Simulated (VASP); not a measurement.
Output of a VASP run:

File OUTCAR:
```
 ion  position               nearest neighbor table
   1  0.000  0.000  0.000-   2 2.24   2 2.24   2 2.24   2 2.24   2 2.24   2 2.24
   2  0.333  0.667  0.500-   1 2.24   1 2.24   1 2.24   1 2.24   1 2.24   1 2.24
  LATTYP: Found a hexagonal cell.
 ALAT       =     2.9682003434
 C/A-ratio  =     0.9759449043
 Subroutine PRICEL returns:
 Original cell was already a primitive cell.
 Subroutine GETGRP returns: Found 12 space group operations
The static configuration has the point symmetry D_3h.
The dynamic configuration has the point symmetry D_3h.
 Subroutine INISYM returns: Found 12 space group operations
 Subroutine IBZKPT returns following result:
 Found    126 irreducible k-points:

 Following reciprocal coordinates:
            Coordinates               Weight
  0.000000  0.000000  0.000000      1.000000
  0.076923  0.000000  0.000000      6.000000
  0.153846  0.000000  0.000000      6.000000
  0.230769  0.000000  0.000000      6.000000
  0.307692  0.000000  0.000000      6.000000
  0.384615  0.000000  0.000000      6.000000
  0.461538  0.000000  0.000000      6.000000
  0.076923  0.076923  0.000000      6.000000
  0.153846  0.076923  0.000000     12.000000
  0.230769  0.076923  0.000000     12.000000
  0.307692  0.076923  0.000000     12.000000
  0.384615  0.076923  0.000000     12.000000
  0.461538  0.076923  0.000000      6.000000
  0.153846  0.153846  0.000000      6.000000
  0.230769  0.153846  0.000000     12.000000
  0.307692  0.153846  0.000000     12.000000
  0.384615  0.153846  0.000000     12.000000
  0.230769  0.230769  0.000000      6.000000
  0.307692  0.230769  0.000000     12.000000
  0.384615  0.230769  0.000000      6.000000
  0.307692  0.307692  0.000000      6.000000
  0.000000  0.000000  0.090909      2.000000
  0.076923  0.000000  0.090909     12.000000
  0.153846  0.000000  0.090909     12.000000
  0.230769  0.000000  0.090909     12.000000
  0.307692  0.000000  0.090909     12.000000
  0.384615  0.000000  0.090909     12.000000
  0.461538  0.000000  0.090909     12.000000
  0.076923  0.076923  0.090909     12.000000
  0.153846  0.076923  0.090909     24.000000
  0.230769  0.076923  0.090909     24.000000
  0.307692  0.076923  0.090909     24.000000
  0.384615  0.076923  0.090909     24.000000
  0.461538  0.076923  0.090909     12.000000
  0.153846  0.153846  0.090909     12.000000
  0.230769  0.153846  0.090909     24.000000
  0.307692  0.153846  0.090909     24.000000
  0.384615  0.153846  0.090909     24.000000
  0.230769  0.230769  0.090909     12.000000
  0.307692  0.230769  0.090909     24.000000
   k-points           NKPTS =    126   k-points in BZ     NKDIM =    126   number of bands    NBANDS=     13
   number of dos      NEDOS =    301   number of ions     NIONS =      2
   total plane-waves  NPLWV =  13824
   dimension x,y,z NGX =    24 NGY =   24 NGZ =   24
   dimension x,y,z NGXF=    48 NGYF=   48 NGZF=   48
   ions per type =               1   1
   PREC   = accura    normal or accurate (medium, high low for compatibility)
   ISTART =      0    job   : 0-new  1-cont  2-samecut
   ICHARG =      2    charge: 1-file 2-atom 10-const
   ISPIN  =      1    spin polarized calculation?
   LNONCOLLINEAR =      F non collinear calculations
   LSORBIT =      F    spin-orbit coupling
   INIWAV =      1    electr: 0-lowe 1-rand  2-diag
   ENCUT  =  520.0 eV  38.22 Ry    6.18 a.u.   5.52  5.52  5.39*2*pi/ulx,y,z
   NELM   =    100;   NELMIN=  2; NELMDL= -5     # of ELM steps
   EDIFF  = 0.1E-05   stopping-criterion for ELM
   LREAL  =      F    real-space projection
   NLSPLINE    = F    spline interpolate recip. space projectors
   LMAXMIX     =    6 max onsite mixed and CHGCAR
   VOSKOWN=      0    Vosko Wilk Nusair interpolation
   EDIFFG = 0.1E-04   stopping-criterion for IOM
   NSW    =      0    number of steps for IOM
   NBLOCK =      1;   KBLOCK =      1    inner block; outer block
...
```

File OSZICAR:
```
       N       E                     dE             d eps       ncg     rms          rms(c)
DAV:   1     0.113131142309E+03    0.11313E+03   -0.98351E+03  3276   0.152E+03
DAV:   2    -0.192839512666E+02   -0.13242E+03   -0.12860E+03  3756   0.379E+02
DAV:   3    -0.234552931763E+02   -0.41713E+01   -0.41411E+01  4034   0.625E+01
DAV:   4    -0.234972637857E+02   -0.41971E-01   -0.41945E-01  3641   0.669E+00
DAV:   5    -0.234976471027E+02   -0.38332E-03   -0.38331E-03  3866   0.653E-01    0.284E+01
DAV:   6    -0.202914770992E+02    0.32062E+01   -0.10839E+01  3756   0.328E+01    0.674E+00
DAV:   7    -0.202092554726E+02    0.82222E-01   -0.47608E-01  3426   0.593E+00    0.489E+00
DAV:   8    -0.201801381665E+02    0.29117E-01   -0.10558E-01  3656   0.292E+00    0.790E-01
DAV:   9    -0.201785087221E+02    0.16294E-02   -0.64038E-03  3561   0.601E-01    0.165E-01
DAV:  10    -0.201784384241E+02    0.70298E-04   -0.42811E-04  3686   0.263E-01    0.849E-02
DAV:  11    -0.201784328086E+02    0.56155E-05   -0.48366E-05  3596   0.586E-02    0.110E-02
DAV:  12    -0.201784310937E+02    0.17150E-05   -0.65373E-06  3601   0.247E-02    0.322E-03
DAV:  13    -0.201784311440E+02   -0.50282E-07   -0.12902E-07  1713   0.398E-03
   1 F= -.20178431E+02 E0= -.20178411E+02  d E =-.617866E-04
```

### OUTCAR
```
------------------------ aborting loop because EDIFF is reached ----------------------------------------
  FORCE on cell =-STRESS in cart. coord.  units (eV):
  Direction    XX          YY          ZZ          XY          YZ          ZX
  --------------------------------------------------------------------------------------
  Total       -1.5764252     -1.5764257     -1.9882585      0.0000000     -0.0000000     -0.0000000
  in kB     -114.2742613   -114.2742966   -144.1278475      0.0000000     -0.0000000     -0.0000000
  external PRESSURE =    -124.2254685 kB  Pullay stress =       0.0000000 kB
  volume of cell :       22.10
      direct lattice vectors                 reciprocal lattice vectors
     1.484100000 -2.570537000  0.000000000     0.336904521 -0.194511886  0.000000000
     1.484100000  2.570537000  0.000000000     0.336904521  0.194511886  0.000000000
     0.000000000  0.000000000  2.896800000     0.000000000  0.000000000  0.345208506
 POSITION                                       TOTAL-FORCE (eV/Angst)
 -----------------------------------------------------------------------------------
      0.00000      0.00000      0.00000        -0.000000      0.000000      0.000000
      1.48410      0.85685      1.44840         0.000000     -0.000000      0.000000
 -----------------------------------------------------------------------------------
    total drift:                                0.000000     -0.000399      0.000000
  FREE ENERGIE OF THE ION-ELECTRON SYSTEM (eV)
  ---------------------------------------------------
  free  energy   TOTEN  =       -20.1784311440 eV

  energy  without entropy=      -20.1783693573  energy(sigma->0) =      -20.17841055

 total charge

# of ion       s       p       d       tot
------------------------------------------
    1        2.338   6.387   3.247  11.972
    2        0.848   1.533   0.000   2.381
--------------------------------------------------
tot          3.186   7.920   3.247  14.353
```
(Selected blocks of OUTCAR.)

**POSCAR**
```
WC
1
    1.4841000000    -2.5705370000     0.0000000000
    1.4841000000     2.5705370000     0.0000000000
    0.0000000000     0.0000000000     2.8968000000
W C
1 1
Direct
  0.0000000000   0.0000000000   0.0000000000
  0.3333330000   0.6666670000   0.5000000000
```

Write an INCAR and KPOINTS that could have produced this output.

This is not unique; one that fits is the input of the run itself, PBE GGA + U (Dudarev), plane waves, VASP's PBE PAW potentials (set 64).

INCAR:
```
SYSTEM = WC
EDIFF = 1E-6
LDAUU = 2.0 0
ISMEAR = 1   ! Methfessel-Paxton
LWAVE = .FALSE.
LMAXMIX = 6   ! l cut-off of mixed one-centre charges
LCHARG = .FALSE.
LDAUTYPE = 2   ! Dudarev
ALGO = Normal
LREAL = .FALSE.
LORBIT = 10
GGA = PE
PREC = Accurate
LDAU = .TRUE.
NELM = 100   ! most electronic steps
ISIF = 2   ! forces and stress, cell fixed
ENCUT = 520   ! plane-wave cut-off (eV)
LDAUPRINT = 1
LDAUL = 2 -1
SIGMA = 0.1
LDAUJ = 0 0
LASPH = .TRUE.   ! aspherical one-centre terms
```

**KPOINTS**
```
Automatic mesh
0
Gamma
13 13 11
0 0 0
```

POTCAR, in this order: W_sv C (PBE.64 set). Program: vasp_std.

The compound is WC in the wc structure. The cell was not relaxed at this level. The run is one of a series of settings (LDAU = .TRUE., LDAUJ = 0 0, LDAUL = 2 -1, LDAUTYPE = 2, LDAUU = 2.0 0 against the base run), some of them coarse on purpose.
